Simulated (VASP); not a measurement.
These are PBE GGA with D3 dispersion (Becke-Johnson damping), VASP's PBE PAW potentials (set 64) (plane waves; VASP) values and carry that method's errors.

The input files of a VASP run:

INCAR:
```
SYSTEM=HfC
PREC=Accurate; ENCUT=520; LREAL=.FALSE.
LASPH=.TRUE.
EDIFF=1E-7; NELM=100; ALGO=Normal
LMAXMIX=6
ISMEAR=1; SIGMA=0.1
GGA=PE; IVDW=12
ISIF=2
LWAVE=.FALSE.; LCHARG=.FALSE.
```

POSCAR:
```
HfC
2.3311340
  0.0000000000   1.0000000640   1.0000000640
  1.0000000640   0.0000000000   1.0000000640
  1.0000000640   1.0000000640   0.0000000000
Hf C
1 1
Cart
  0.0000000000   0.0000000000   0.0000000000
  1.0000000640   1.0000000640   1.0000000640
```

**KPOINTS**
```
Automatic mesh
0
Gamma
14 14 14
0 0 0
```

POTCAR, in this order: Hf_pv C (PBE.64 set). Program: vasp_std.

Output

OUTCAR:
```
 ion  position               nearest neighbor table
   1  0.000  0.000  0.000-   2 2.33   2 2.33   2 2.33   2 2.33   2 2.33   2 2.33
   2  0.500  0.500  0.500-   1 2.33   1 2.33   1 2.33   1 2.33   1 2.33   1 2.33
  LATTYP: Found a face centered cubic cell.
 ALAT       =     4.6622682984
 Subroutine PRICEL returns:
 Original cell was already a primitive cell.
 Subroutine GETGRP returns: Found 48 space group operations
The static configuration has the point symmetry O_h .
The dynamic configuration has the point symmetry O_h .
 Subroutine INISYM returns: Found 48 space group operations
 Subroutine IBZKPT returns following result:
 Found    104 irreducible k-points:

 Following reciprocal coordinates:
            Coordinates               Weight
  0.000000  0.000000  0.000000      1.000000
  0.071429  0.000000  0.000000      8.000000
  0.142857  0.000000  0.000000      8.000000
  0.214286  0.000000  0.000000      8.000000
  0.285714  0.000000  0.000000      8.000000
  0.357143  0.000000  0.000000      8.000000
  0.428571  0.000000  0.000000      8.000000
  0.500000  0.000000  0.000000      4.000000
  0.071429  0.071429  0.000000      6.000000
  0.142857  0.071429  0.000000     24.000000
  0.214286  0.071429  0.000000     24.000000
  0.285714  0.071429  0.000000     24.000000
  0.357143  0.071429  0.000000     24.000000
  0.428571  0.071429  0.000000     24.000000
  0.500000  0.071429  0.000000     24.000000
 -0.428571  0.071429  0.000000     24.000000
 -0.357143  0.071429  0.000000     24.000000
 -0.285714  0.071429  0.000000     24.000000
 -0.214286  0.071429  0.000000     24.000000
 -0.142857  0.071429  0.000000     24.000000
 -0.071429  0.071429  0.000000     12.000000
  0.142857  0.142857  0.000000      6.000000
  0.214286  0.142857  0.000000     24.000000
  0.285714  0.142857  0.000000     24.000000
...
```

OSZICAR:
```
       N       E                     dE             d eps       ncg     rms          rms(c)
DAV:   1     0.238967322768E+02    0.23897E+02   -0.78657E+03  2288   0.121E+03
DAV:   2    -0.224231905822E+02   -0.46320E+02   -0.43922E+02  2987   0.215E+02
DAV:   3    -0.242185021879E+02   -0.17953E+01   -0.17705E+01  2941   0.328E+01
DAV:   4    -0.242334911556E+02   -0.14989E-01   -0.14975E-01  2781   0.323E+00
DAV:   5    -0.242336992858E+02   -0.20813E-03   -0.20810E-03  3026   0.297E-01    0.563E+01
DAV:   6    -0.211270852958E+02    0.31066E+01   -0.20576E+01  2557   0.232E+01    0.403E+01
DAV:   7    -0.210569417851E+02    0.70144E-01   -0.67449E-01  2673   0.624E+00    0.247E+01
DAV:   8    -0.210505147678E+02    0.64270E-02   -0.64485E-02  2575   0.250E+00    0.604E+00
DAV:   9    -0.210437115776E+02    0.68032E-02   -0.32889E-02  2583   0.108E+00    0.185E+00
DAV:  10    -0.210434843290E+02    0.22725E-03   -0.94731E-04  2742   0.264E-01    0.431E-01
DAV:  11    -0.210434743313E+02    0.99977E-05   -0.22356E-04  2652   0.106E-01    0.560E-02
DAV:  12    -0.210434719824E+02    0.23489E-05   -0.83130E-06  2692   0.252E-02    0.718E-02
DAV:  13    -0.210434711281E+02    0.85433E-06   -0.60996E-07  2728   0.786E-03    0.229E-03
DAV:  14    -0.210434711155E+02    0.12604E-07   -0.96788E-09  1357   0.992E-04
   1 F= -.21753753E+02 E0= -.21753737E+02  d E =-.470813E-04
```

File OUTCAR:
```
------------------------ aborting loop because EDIFF is reached ----------------------------------------
 Edisp (eV)   -0.71028
  FORCE on cell =-STRESS in cart. coord.  units (eV):
  Direction    XX          YY          ZZ          XY          YZ          ZX
  --------------------------------------------------------------------------------------
  Total      -1.11485    -1.11485    -1.11485     0.00000     0.00000    -0.00000
  in kB     -70.50114   -70.50114   -70.50114     0.00000     0.00000    -0.00000
  external pressure =      -70.50 kB  Pullay stress =        0.00 kB
  volume of cell :       25.34
      direct lattice vectors                 reciprocal lattice vectors
     0.000000000  2.331134149  2.331134149    -0.214487871  0.214487871  0.214487871
     2.331134149  0.000000000  2.331134149     0.214487871 -0.214487871  0.214487871
     2.331134149  2.331134149  0.000000000     0.214487871  0.214487871 -0.214487871
 POSITION                                       TOTAL-FORCE (eV/Angst)
 -----------------------------------------------------------------------------------
      0.00000      0.00000      0.00000         0.000000     -0.000000      0.000000
      2.33113      2.33113      2.33113         0.000000      0.000000     -0.000000
 -----------------------------------------------------------------------------------
    total drift:                                0.000000      0.000000      0.000000
  FREE ENERGIE OF THE ION-ELECTRON SYSTEM (eV)
  ---------------------------------------------------
  free  energy   TOTEN  =       -21.7537528810 eV

  energy  without entropy=      -21.7537057997  energy(sigma->0) =      -21.75373719
```
(Selected blocks of OUTCAR.)

OUTCAR:
```
 val. band max:        5.7869870018   @ k =   0.5000   0.5000   0.0000

 cond. band min:       5.8858447719   @ k =   0.4286   0.3571   0.0000


 Fermi energy:         5.8549117570

 k-point     1 :       0.0000    0.0000    0.0000
  band No.  band energies     occupation
      1     -23.7169      2.00000
      2     -23.7169      2.00000
      3     -23.7169      2.00000
      4      -6.3772      2.00000
      5       6.8873     -0.00000
      6       6.8873     -0.00000
      7       6.8873     -0.00000
      8       7.2818     -0.00000
      9       7.2818     -0.00000
     10       7.2818     -0.00000
     11       9.2591      0.00000

 k-point     2 :       0.0714    0.0000    0.0000
  band No.  band energies     occupation
      1     -23.7515      2.00000
      2     -23.7202      2.00000
      3     -23.7202      2.00000
      4      -6.2503      2.00000
      5       6.0055     -0.05476
      6       6.2729     -0.00000
      7       6.2729     -0.00000
      8       7.5402     -0.00000
      9       7.5402     -0.00000
     10       7.8405     -0.00000
     11       9.8787      0.00000

 k-point     3 :       0.1429    0.0000    0.0000
  band No.  band energies     occupation
      1     -23.8471      2.00000
      2     -23.7296      2.00000
      3     -23.7296      2.00000
      4      -5.8831      2.00000
      5       4.7745      2.00000
      6       5.3622      2.00000
      7       5.3622      2.00000
      8       7.9539      0.00000
      9       7.9539      0.00000
     10       8.2806      0.00000
     11      11.1501      0.00000

 k-point     4 :       0.2143    0.0000    0.0000
  band No.  band energies     occupation
      1     -23.9820      2.00000
      2     -23.7430      2.00000
      3     -23.7430      2.00000
      4      -5.3127      2.00000
      5       3.4976      2.00000
      6       4.5260      2.00000
      7       4.5260      2.00000
      8       8.5546      0.00000
      9       8.5546      0.00000
...
```

Unless said otherwise, spin-orbit coupling is left out, though it shifts the bands of the heavy elements here.

The compound is HfC in the rock salt structure. This cell is one point of a volume scan, at 1.03 of the reference volume.
